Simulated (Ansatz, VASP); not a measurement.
# MnO (Manganosite) in two plane-wave programs, part 2 of 2

One calculation is typed for both programs; each brings its own data sets and cutoff. How far apart do they land? The cell is taken from a series of VASP runs on this material, whose earlier steps may have relaxed, scaled or displaced it; both programs get it as it stands.

VASP 6.6.1 and Ansatz 0.2.0.

So far: The structure; VASP: relaxation of cell and atoms, LDA, DFT+U.

## Step 3: Ansatz: relaxation of cell and atoms, LDA, DFT+U

Level of this step: Ansatz beside VASP: Kohn-Sham DFT, plane waves, LDA, DFT+U (Ansatz).

Ansatz runs on its default PAW (the set named soft_2) files.

The same cell, functional (in two slightly different forms), mesh and smearing now go to Ansatz, which takes its cutoff from its data sets.

input.yaml reads:

```yaml
crystal:
  lattice:
    - [0.0, 2.2000382158, 2.2000382158]
    - [2.2000382158, 0.0, 2.2000382158]
    - [2.2000382158, 2.2000382158, 0.0]
  atoms:
    - { symbol: Mn, position: [0.0, 0.0, 0.0], spin: 4.0 }
    - { symbol: O, position: [0.5, 0.5, 0.5] }
hamiltonian:
  xc: lda
  pseudopotentials: { kind: paw }
  hubbard: { sites: [{ species: Mn, l: d, u_eff: 3.9 }] }
magnetization:
  spin_polarized: true
kpoints:
  mp_grid: { grid: [12, 12, 12] }
scf:
  occupations: { method: gaussian, width: 0.03 }
relax:
  f_tol: 0.01
  max_steps: 60
  cell: { stress_tol: 0.05 }
output:
  forces: true
  stress: true
```

Started as:

```console
$ ansatz run input.yaml --threads 4 --pin off --max-ram 9216MiB --backend cpu --events-out ev --progress --plain --runs-dir out
```

Numbers of over 12 decimals in the logs are rounded to 6 here.

The log of the run:

```text
Mn: projections on atomic orbitals take those of the free atom [Ne] 3s2 3p6 3d5 4s2, of charge +0.00 (hamiltonian.pseudopotentials.projection_atoms); the dataset's partial waves leave at most 9.0e-7 of an orbital's norm unspanned inside its sphere
O: projections on atomic orbitals take those of the free atom [He] 2s2 2p4, of charge +0.00 (hamiltonian.pseudopotentials.projection_atoms); the dataset's partial waves leave at most 1.9e-8 of an orbital's norm unspanned inside its sphere
Engine: ansatz 0.2.0, aarch64-unknown-linux-gnu
Pseudopotentials: kind: paw
Pseudopotential: Mn, paw, valence charge 15, recommended cutoff 420 eV (normal), Mn.paw.azcp
Pseudopotential: O, paw, valence charge 6, recommended cutoff 420 eV (normal), O.paw.azcp
Functional definition: SPW92
  exchange = slater_x
  correlation = pw_c
Crystal: 2 atoms, lattice volume = 21.297 Å³
Basis set: ecut = 420 eV, 411 PW (Γ)
Bands: 17, of which v1, the nominal top of the filled ones, is band 11 counted from 1 (10 counted from 0)
Symmetry: 48 space group operations
Space group: Fm-3m (ITA 225), of the structure as read, at distance tolerance 2.8e-5 Å
Magnetic group: BNS 225.116 (UNI 1618), of the structure as read, at distance tolerance 2.8e-5 Å
k-points: 72 of 1728
Non-local potential: Mn, projectors of the file, l = 0: 3, l = 1: 2, l = 2: 3, l = 3: 1
Non-local potential: O, projectors of the file, l = 0: 2, l = 1: 2, l = 2: 1
PAW form: soft (Blöchl's): semilocal exchange-correlation on the pseudo side does not see the compensation charge
PAW frozen core: Mn, regenerated for the run's functional, and the local potential with it (the file was generated under x = pbe(κ = 0.804, μ = 0.219515), c = pbe(β = 0.066725))
PAW frozen core: O, regenerated for the run's functional, and the local potential with it (the file was generated under x = pbe(κ = 0.804, μ = 0.219515), c = pbe(β = 0.066725))
PAW one-centre angular grid: Mn, 590 points (default); XC on 64 Gauss nodes
PAW one-centre angular grid: O, 110 points (default); XC on 64 Gauss nodes
Initial density: superposition of atomic densities (chi_scale 0.1, normalization cell, long waves kept (reshape's long-wave potential 0.00 eV rms))
Starting moments: Σ|m| = 4 μB on 1 of 2 sites
Initial wavefunctions: pseudopotential atomic-orbital guess
Functional: x = slater, c = lda
SCF iter   1: F=—  HF=-4396.418872 eV  |F-HF|=—  |Δ(HF+E_count)|=         —  Δρ=1.55e-1 (↑1.55e-1 ↓8.30e-2)  dr2=8.00e0  dr2_m=9.23e-1  M=4.637 μB ∫|m|=4.637 μB  β_m=1.00  ethr=3.10e-3  ⟨swp⟩=4.0  Hψ=10142  notcnv=0
preconditioner: auto → none  [metal: Δε(μ)=0.022 eV  Ē_g=13.601 eV  σ=0.030 eV  W_gap=0.39  n_scr=8 (ndim 8)  ℏωp=29.0 eV  f_vac=0.000  D(μ)=1.95/eV (n_scr^D=26)  sad-step TF]
SCF iter   2: F=—  HF=-4395.118615 eV  |F-HF|=—  |Δ(HF+E_count)|=    1.30e0  Δρ=6.68e-2 (↑6.68e-2 ↓2.12e-2)  dr2=7.67e-1  dr2_m=2.93e-1  M=5.000 μB ∫|m|=5.000 μB  β_m=1.00  ethr=3.10e-3  ⟨swp⟩=2.9  Hψ=5681  notcnv=0  defer=250
SCF iter   3: F=—  HF=-4394.992459 eV  |F-HF|=—  |Δ(HF+E_count)|=   1.26e-1  Δρ=1.74e-2 (↑1.74e-2 ↓1.04e-2)  dr2=1.39e-1  dr2_m=5.47e-3  M=5.000 μB ∫|m|=5.000 μB  β_m=1.00  ethr=3.10e-3  ⟨swp⟩=2.4  Hψ=3843  notcnv=0  defer=239
SCF iter   4: F=—  HF=-4395.053439 eV  |F-HF|=—  |Δ(HF+E_count)|=   6.10e-2  Δρ=8.33e-3 (↑8.33e-3 ↓4.76e-3)  dr2=1.25e-2  dr2_m=1.57e-3  M=5.000 μB ∫|m|=5.000 μB  β_m=0.30  ethr=6.61e-4  ⟨swp⟩=2.7  Hψ=3770  notcnv=0  defer=239
Mixer restart at iter 4: flushing history
spin-set hold released at iteration 4 (site moments contracting): the magnetisation degrees of freedom join the quasi-Newton model from the next iteration; the mixer history was flushed
SCF iter   5: F=—  HF=-4395.100096 eV  |F-HF|=—  |Δ(HF+E_count)|=   4.67e-2  Δρ=5.14e-3 (↑5.14e-3 ↓3.99e-3)  dr2=5.28e-3  dr2_m=1.04e-3  M=5.000 μB ∫|m|=5.000 μB  β_m=0.65  ethr=5.96e-5  ⟨swp⟩=2.5  Hψ=4144  notcnv=0  defer=239
SCF iter   6: F=—  HF=-4395.155689 eV  |F-HF|=—  |Δ(HF+E_count)|=   5.56e-2  Δρ=4.21e-3 (↑4.21e-3 ↓3.25e-3)  dr2=8.85e-3  dr2_m=9.71e-5  M=5.000 μB ∫|m|=5.000 μB  β_m=0.57  ethr=2.51e-5  ⟨swp⟩=2.5  Hψ=4705  notcnv=0  defer=239
SCF iter   7: F=—  HF=-4395.153842 eV  |F-HF|=—  |Δ(HF+E_count)|=   1.85e-3  Δρ=2.16e-3 (↑7.12e-4 ↓2.16e-3)  dr2=1.60e-3  dr2_m=1.09e-4  M=5.000 μB ∫|m|=5.000 μB  β_m=0.55  ethr=2.51e-5  ⟨swp⟩=2.1  Hψ=3922  notcnv=0  defer=239
SCF iter   8: F=—  HF=-4395.153521 eV  |F-HF|=—  |Δ(HF+E_count)|=   3.21e-4  Δρ=7.10e-4 (↑7.10e-4 ↓5.46e-4)  dr2=5.80e-5  dr2_m=5.42e-5  M=5.000 μB ∫|m|=5.000 μB  β_m=0.52  ethr=7.60e-6  ⟨swp⟩=2.3  Hψ=3601  notcnv=0  defer=239
SCF iter   9: F=—  HF=-4395.153492 eV  |F-HF|=—  |Δ(HF+E_count)|=   2.88e-5  Δρ=1.84e-4 (↑1.72e-4 ↓1.84e-4)  dr2=1.35e-6  dr2_m=5.65e-6  M=5.000 μB ∫|m|=5.000 μB  β_m=0.76  ethr=2.76e-7  ⟨swp⟩=2.0  Hψ=4304  notcnv=0  defer=239
SCF iter  10: F=—  HF=-4395.153493 eV  |F-HF|=—  |Δ(HF+E_count)|=   1.02e-6  Δρ=4.86e-5 (↑4.58e-5 ↓4.86e-5)  dr2=9.54e-8  dr2_m=3.96e-7  M=5.000 μB ∫|m|=5.000 μB  β_m=0.88  ethr=4.76e-10  ⟨swp⟩=2.8  Hψ=8299  notcnv=0
[...]
--- Forces (eV/Å), atoms counted from 1 ---
  atom   1  Mn    -0.00000000     0.00000000    -0.00000000
  atom   2  O      0.00000000    -0.00000000     0.00000000
  max |Σ_I F_I| component: 7.49e-30 eV/Å
--- Stress (GPa, compression-positive) ---
        0.004827      -0.000000      -0.000000
       -0.000000       0.004827      -0.000000
       -0.000000      -0.000000       0.004827
  P = ⅓ Tr σ = 0.0048 GPa (0.048 kbar)
Occupation matrices written to <dir>
--- The result so far, ahead of a search for a lower minimum behind the relaxation; the run's own can be another ---
--- Relaxed structure (4 steps of the walk, 4 accepted, 2 SCFs on fresh bases) ---
  F+E_penalty+E_count = -4395.15480075 eV   max|allowed force component| = 4.667e-30 eV/Å   (the final SCF, on the basis selected at the relaxed cell)
  cell:  # Å, volume = 21.5195 Å³
    - [0, 2.207671, 2.207671]
    - [2.207671, 0, 2.207671]
    - [2.207671, 2.207671, 0]
  atoms:
    - { symbol: Mn, position: [0, 0, 0] }
    - { symbol: O, position: [0.5, 0.5, 0.5] }
--- Search for a lower minimum behind the relaxation: the rows below count on from the relaxation's ---
SCF iter   1: F=—  HF=-4396.197429 eV  |F-HF|=—  |Δ(HF+E_count)|=         —  Δρ=1.40e-1 (↑1.40e-1 ↓9.05e-2)  dr2=8.35e0  dr2_m=5.81e-1  M=4.645 μB ∫|m|=4.645 μB  β_m=1.00  ethr=3.10e-3  ⟨swp⟩=3.9  Hψ=10135  notcnv=0
preconditioner: auto → none  [metal: Δε(μ)=0.010 eV  Ē_g=13.503 eV  σ=0.030 eV  W_gap=0.19  n_scr=8 (ndim 8)  ℏωp=28.9 eV  f_vac=0.000  D(μ)=2.16/eV (n_scr^D=26)  sad-step TF]
SCF iter   2: F=—  HF=-4394.930658 eV  |F-HF|=—  |Δ(HF+E_count)|=    1.27e0  Δρ=6.53e-2 (↑6.53e-2 ↓2.07e-2)  dr2=7.42e-1  dr2_m=2.83e-1  M=5.000 μB ∫|m|=5.000 μB  β_m=1.00  ethr=3.10e-3  ⟨swp⟩=3.0  Hψ=5838  notcnv=0  defer=249
SCF iter   3: F=—  HF=-4394.823400 eV  |F-HF|=—  |Δ(HF+E_count)|=   1.07e-1  Δρ=1.73e-2 (↑1.73e-2 ↓1.04e-2)  dr2=1.38e-1  dr2_m=5.67e-3  M=5.000 μB ∫|m|=5.000 μB  β_m=1.00  ethr=3.10e-3  ⟨swp⟩=2.3  Hψ=3728  notcnv=0  defer=238
SCF iter   4: F=—  HF=-4394.975457 eV  |F-HF|=—  |Δ(HF+E_count)|=   1.52e-1  Δρ=8.40e-3 (↑8.40e-3 ↓4.53e-3)  dr2=1.26e-2  dr2_m=1.67e-3  M=5.000 μB ∫|m|=5.000 μB  β_m=0.30  ethr=6.58e-4  ⟨swp⟩=2.4  Hψ=3508  notcnv=0  defer=238
Mixer restart at iter 4: flushing history
spin-set hold released at iteration 4 (site moments contracting): the magnetisation degrees of freedom join the quasi-Newton model from the next iteration; the mixer history was flushed
SCF iter   5: F=—  HF=-4395.063528 eV  |F-HF|=—  |Δ(HF+E_count)|=   8.81e-2  Δρ=5.27e-3 (↑5.27e-3 ↓3.75e-3)  dr2=5.24e-3  dr2_m=1.07e-3  M=5.000 μB ∫|m|=5.000 μB  β_m=0.64  ethr=6.02e-5  ⟨swp⟩=2.4  Hψ=4022  notcnv=0  defer=238
SCF iter   6: F=—  HF=-4395.157373 eV  |F-HF|=—  |Δ(HF+E_count)|=   9.38e-2  Δρ=4.53e-3 (↑4.53e-3 ↓3.53e-3)  dr2=1.08e-2  dr2_m=7.85e-5  M=5.000 μB ∫|m|=5.000 μB  β_m=0.54  ethr=2.50e-5  ⟨swp⟩=2.5  Hψ=4641  notcnv=0  defer=238
SCF iter   7: F=—  HF=-4395.154956 eV  |F-HF|=—  |Δ(HF+E_count)|=   2.42e-3  Δρ=1.83e-3 (↑5.14e-4 ↓1.83e-3)  dr2=1.04e-3  dr2_m=1.07e-4  M=5.000 μB ∫|m|=5.000 μB  β_m=0.56  ethr=2.50e-5  ⟨swp⟩=2.2  Hψ=3930  notcnv=0  defer=238
SCF iter   8: F=—  HF=-4395.154817 eV  |F-HF|=—  |Δ(HF+E_count)|=   1.39e-4  Δρ=6.40e-4 (↑6.40e-4 ↓4.43e-4)  dr2=3.60e-5  dr2_m=4.37e-5  M=5.000 μB ∫|m|=5.000 μB  β_m=0.53  ethr=4.93e-6  ⟨swp⟩=2.3  Hψ=3636  notcnv=0  defer=238
SCF iter   9: F=—  HF=-4395.154799 eV  |F-HF|=—  |Δ(HF+E_count)|=   1.72e-5  Δρ=1.59e-4 (↑1.41e-4 ↓1.59e-4)  dr2=5.45e-7  dr2_m=4.25e-6  M=5.000 μB ∫|m|=5.000 μB  β_m=0.76  ethr=1.72e-7  ⟨swp⟩=2.0  Hψ=4586  notcnv=0  defer=238
SCF iter  10: F=—  HF=-4395.154801 eV  |F-HF|=—  |Δ(HF+E_count)|=   1.33e-6  Δρ=4.80e-5 (↑4.63e-5 ↓4.80e-5)  dr2=8.22e-8  dr2_m=4.07e-7  M=5.000 μB ∫|m|=5.000 μB  β_m=0.88  ethr=4.76e-10  ⟨swp⟩=2.9  Hψ=5323  notcnv=0
SCF iter  11: F=-4395.154801 eV  HF=-4395.154801 eV  |F-HF|=2.85e-9  |Δ(HF+E_count)|=   1.62e-7  Δρ=5.50e-6 (↑5.50e-6 ↓4.08e-6)  dr2=3.18e-9  dr2_m=3.48e-9  M=5.000 μB ∫|m|=5.000 μB  ethr=3.91e-10  ⟨swp⟩=2.5  Hψ=4858  notcnv=0
SCF 1 converged in 11 iterations: F = -4395.154801 eV  dr2 = 3.18e-9
SCF converged after 5 iterations
Magnetization: 5.0000 μB (13.0000 up, 8.0000 down)
Absolute magnetization: 5.0000 μB (∫|ρ↑−ρ↓|, with the PAW one-centre terms)
Spin contamination: 0.0034 ħ² per cell (⟨S²⟩ above its minimum at these occupations)
Per-site moments (μB) at R_I (Å): [(4.234764, 0.910664), (0.208592, 0.910664)]
Free energy (F): -4395.154801 eV
Harris-Foulkes:  -4395.154801 eV  (|F-HF|=0.00e0)
Internal energy: -4395.154801 eV  (E = F + TS)
E sigma→0 (E₀):  -4395.154801 eV
Fermi energy:    12.954140 eV
--- Per-component energies (eV) ---
  E_band       = -253.344452
  E_kinetic    = 473.100860
  E_local      = -2210.361134  (includes V_loc(G=0)·N_el)
  E_nonlocal   = 309.112006
  E_hartree    = 882.336305
  E_xc         = -182.333951
  E_vxc        = -234.570620  (∫ρ·V_xc dr)
  E_hubbard    = 0.558768  (on-site DFT+U / exact-exchange correction)
  E_vhub       = -9.170591  (the Hubbard potential's part of the band-sum identity)
  E_paw        = -1396.896986  (= ΣΔE_a)
  E_vpaw       = -346.130046  (= ΣTr[D̂ρ^β])
  E_aug_tail   = 0.002482  (compensation charges beyond the density's cutoff)
  E_ewald      = -2271.154025
  E_core_change = 0.480875  (= ΣΔE_core)
  E_smearing   = -0.000000  (= −TS)
  E_closure    = 0.000000  (closes the sum)
  Σ components = -4395.154801   (vs F -4395.154801, Δ=0.00e0)
--- Forces (eV/Å), atoms counted from 1 ---
  atom   1  Mn    -0.00000000     0.00000000    -0.00000000
  atom   2  O      0.00000000    -0.00000000     0.00000000
  max |Σ_I F_I| component: 7.49e-30 eV/Å
--- Stress (GPa, compression-positive) ---
        0.004827      -0.000000      -0.000000
       -0.000000       0.004827      -0.000000
       -0.000000      -0.000000       0.004827
  P = ⅓ Tr σ = 0.0048 GPa (0.048 kbar)
--- Relaxed structure (4 steps of the walk, 4 accepted, 2 SCFs on fresh bases) ---
  F+E_penalty+E_count = -4395.15480075 eV   max|allowed force component| = 4.667e-30 eV/Å   (the final SCF, on the basis selected at the relaxed cell)
  cell:  # Å, volume = 21.5195 Å³
    - [0, 2.207671, 2.207671]
    - [2.207671, 0, 2.207671]
    - [2.207671, 2.207671, 0]
  atoms:
    - { symbol: Mn, position: [0, 0, 0] }
    - { symbol: O, position: [0.5, 0.5, 0.5] }
```

Elapsed: 6.7 s, on 4 threads of Arm Neoverse V2, shared host; peak memory 0.35 GiB; 22 s of CPU time.

## Step 4: Side by side

Known differences besides the potentials themselves: U acts on the PAW sphere in VASP and on atomic orbitals in Ansatz, so only states and trends compare; the two LDA forms differ slightly; both relaxations stop at a tolerance, which leaves soft axes loose, and VASP keeps its plane-wave basis; the data sets hold 21 valence electrons in Ansatz (default PAW (the set named soft_2) files) and 19 in VASP; the cutoff is 420 eV in Ansatz and 520 eV in VASP; VASP's log shows a relativistic correction to its local exchange, Ansatz's none; Ansatz adds a Pulay correction to the stress that steers its cell, VASP none; site moments are counted in spheres of each program's own size. Total energies have different zeros and are not compared.

Compared:

| quantity | Ansatz | VASP | difference |
| --- | --- | --- | --- |
| volume (Å³) | 21.52 | 21.29 | +1.06 % |
| edge a after relaxation, in the typed setting (Å) | 3.122 | 3.111 | +0.35 % |
| total moment (μB) | 5.00 | 5.00 | 0.00 |
| moment on Mn1 (μB) | 4.24 | 4.58 | -0.34 |
| moment on O2 (μB) | 0.21 | 0.18 | +0.03 |

The walks stopped with 0.00 GPa left in Ansatz and -0.02 GPa in VASP; each walk ends within a tolerance, so the volume difference is uncertain by about these residues over the bulk modulus, most in soft cells.

## Step 5: Summary of results

```json
{
 "difference in volume (relaxation of cell and atoms, LDA, DFT+U)": "1.1 %"
}
```

The difference in volume is 1.1 % (relaxation of cell and atoms, LDA, DFT+U). How closely two codes agree says nothing of how well the functional describes the real material.

[Lines on the potential files, build, host, timing and source positions are cut from VASP's logs without a mark.]

[Logs are printed without paths, hosts, clocks, repeated set-up lines and the standing remarks that a program may print on its own settings, such as how far it seeks lower states.]

[Hosts, paths, dates, database ids (printed as entryN), source tags and the programs' standing remarks are cut or masked in the printed files.]
